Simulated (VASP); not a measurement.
Computed with r2SCAN+rVV10, VASP's PBE PAW potentials (set 64) (plane waves; VASP 6.6.1).

VASP input:

**POSCAR**
```
CeO2
1
   -0.0000000000     2.7108620696     2.7108620696
    2.7108620696    -0.0000000000     2.7108620696
    2.7108620696     2.7108620696    -0.0000000000
Ce O
1 2
Direct
  0.0000000000   0.0000000000   0.0000000000
  0.2500000000   0.2500000000   0.2500000000
  0.7500000000   0.7500000000   0.7500000000
```

### KPOINTS
```
kpoints
0
gamma
8 8 8
```

### INCAR
```
ALGO = Normal
SYSTEM = CeO2
BPARAM = 11.95
LMIXTAU = .True.
LCHARG = .False.
LWAVE = .False.
LEFG = .True.
LREAL = .False.
CPARAM = 0.0093
LASPH = .True.   ! aspherical one-centre terms
LORBIT = 11
LMAXMIX = 6   ! l cut-off of mixed one-centre charges
PREC = Accurate
NELM = 100   ! most electronic steps
ISIF = 2   ! forces and stress, cell fixed
EDIFF = 1E-7   ! SCF stop (eV)
ISMEAR = -5   ! tetrahedra, Bloechl
NEDOS = 601
ENCUT = 520
METAGGA = R2SCAN
LUSE_VDW = .True.
```

**KPOINTS_OPT**
```
k-points along high-symmetry lines
10
Line-mode
Reciprocal
  0.000000   0.000000   0.000000 ! GAMMA
  0.500000   0.000000   0.500000 ! X

  0.500000   0.000000   0.500000 ! X
  0.625000   0.250000   0.625000 ! U

  0.375000   0.375000   0.750000 ! K
  0.000000   0.000000   0.000000 ! GAMMA

  0.000000   0.000000   0.000000 ! GAMMA
  0.500000   0.500000   0.500000 ! L

  0.500000   0.500000   0.500000 ! L
  0.500000   0.250000   0.750000 ! W

  0.500000   0.250000   0.750000 ! W
  0.500000   0.000000   0.500000 ! X
```

POTCAR, in this order: Ce O (PBE.64 set). Program: vasp_std.

Output

### OSZICAR
```
       N       E                     dE             d eps       ncg     rms          rms(c)
DAV:   1     0.208787343485E+03    0.20879E+03   -0.11844E+04   936   0.205E+03
DAV:   2    -0.298903388593E+02   -0.23868E+03   -0.22898E+03  1400   0.327E+02
DAV:   3    -0.655828475506E+02   -0.35693E+02   -0.35061E+02  1160   0.153E+02
DAV:   4    -0.673625532778E+02   -0.17797E+01   -0.17793E+01  1576   0.350E+01
DAV:   5    -0.674243772544E+02   -0.61824E-01   -0.61821E-01  1336   0.646E+00    0.321E+01
DAV:   6    -0.530895771571E+02    0.14335E+02   -0.42753E+01  1360   0.498E+01    0.104E+01
DAV:   7    -0.535976331885E+02   -0.50806E+00   -0.18286E+01  1368   0.464E+01    0.144E+01
DAV:   8    -0.538323705509E+02   -0.23474E+00   -0.93403E+00  1424   0.256E+01    0.638E+00
DAV:   9    -0.533243697472E+02    0.50800E+00   -0.71823E+00  1376   0.258E+01    0.296E+00
DAV:  10    -0.534242461222E+02   -0.99876E-01   -0.43850E-01  1336   0.746E+00    0.533E-01
DAV:  11    -0.534292102982E+02   -0.49642E-02   -0.68868E-02  1656   0.223E+00    0.413E-01
DAV:  12    -0.534501625296E+02   -0.20952E-01   -0.96749E-03  1144   0.102E+00    0.221E-01
DAV:  13    -0.534462003302E+02    0.39622E-02   -0.10660E-02  1240   0.110E+00    0.411E-01
DAV:  14    -0.534511601680E+02   -0.49598E-02   -0.31814E-03  1144   0.619E-01    0.188E-01
DAV:  15    -0.534517336636E+02   -0.57350E-03   -0.18017E-03  1464   0.445E-01    0.278E-02
DAV:  16    -0.534517467162E+02   -0.13053E-04   -0.61373E-05   992   0.760E-02    0.192E-02
DAV:  17    -0.534517375297E+02    0.91865E-05   -0.17067E-05  1656   0.358E-02    0.128E-02
DAV:  18    -0.534517381684E+02   -0.63867E-06   -0.10634E-05  1208   0.340E-02    0.663E-03
DAV:  19    -0.534517383684E+02   -0.19999E-06   -0.20551E-06  1048   0.183E-02    0.671E-03
DAV:  20    -0.534517394618E+02   -0.10934E-05   -0.87832E-07  1248   0.104E-02    0.514E-03
DAV:  21    -0.534517396511E+02   -0.18927E-06   -0.25382E-07   744   0.587E-03    0.172E-03
DAV:  22    -0.534517396017E+02    0.49419E-07   -0.14323E-07   712   0.460E-03
   1 F= -.53451740E+02 E0= -.53451740E+02  d E =0.000000E+00
       N       E                     dE             ncg
       N       E                     dE             ncg
       N       E                     dE             ncg
```

File OUTCAR:
```
------------------------ aborting loop because EDIFF is reached ----------------------------------------
  FORCE on cell =-STRESS in cart. coord.  units (eV):
  Direction    XX          YY          ZZ          XY          YZ          ZX
  --------------------------------------------------------------------------------------
  Total        0.0027974      0.0027974      0.0027974     -0.0000000      0.0000000      0.0000000
  in kB        0.1124915      0.1124915      0.1124915     -0.0000000      0.0000000      0.0000000
  external PRESSURE =       0.1124915 kB  Pullay stress =       0.0000000 kB
  volume of cell :       39.84
      direct lattice vectors                 reciprocal lattice vectors
     0.000000000  2.710862070  2.710862070    -0.184443172  0.184443172  0.184443172
     2.710862070  0.000000000  2.710862070     0.184443172 -0.184443172  0.184443172
     2.710862070  2.710862070  0.000000000     0.184443172  0.184443172 -0.184443172
 POSITION                                       TOTAL-FORCE (eV/Angst)
 -----------------------------------------------------------------------------------
      0.00000      0.00000      0.00000        -0.000000      0.000000      0.000000
      1.35543      1.35543      1.35543         0.000000      0.000000      0.000000
      4.06629      4.06629      4.06629         0.000000     -0.000000     -0.000000
 -----------------------------------------------------------------------------------
    total drift:                                0.000000     -0.000000      0.000000
  FREE ENERGIE OF THE ION-ELECTRON SYSTEM (eV)
  ---------------------------------------------------
  free  energy   TOTEN  =       -53.4517396017 eV

  energy  without entropy=      -53.4517396017  energy(sigma->0) =      -53.45173960

 total charge

# of ion       s       p       d       f       tot
--------------------------------------------------
    1        2.069   5.842   0.865   0.895   9.671
    2        1.580   3.466   0.000   0.000   5.047
    3        1.580   3.466   0.000   0.000   5.047
--------------------------------------------------
tot          5.230  12.775   0.865   0.895  19.765

 Electric field gradients after diagonalization (V/A^2)
 (convention: |V_zz| > |V_xx| > |V_yy|)
----------------------------------------------------------------------
 ion       V_xx      V_yy      V_zz     asymmetry (V_yy - V_xx)/ V_zz
----------------------------------------------------------------------
   1      -0.000    -0.000     0.000       0.000
   2       0.002     0.002    -0.004       0.000
   3       0.002     0.002    -0.004       0.000
```
(Selected blocks of OUTCAR.)

The compound is CeO2 in the fluorite structure. It was relaxed first. The run is not spin-polarised, so no magnetic state was tried.
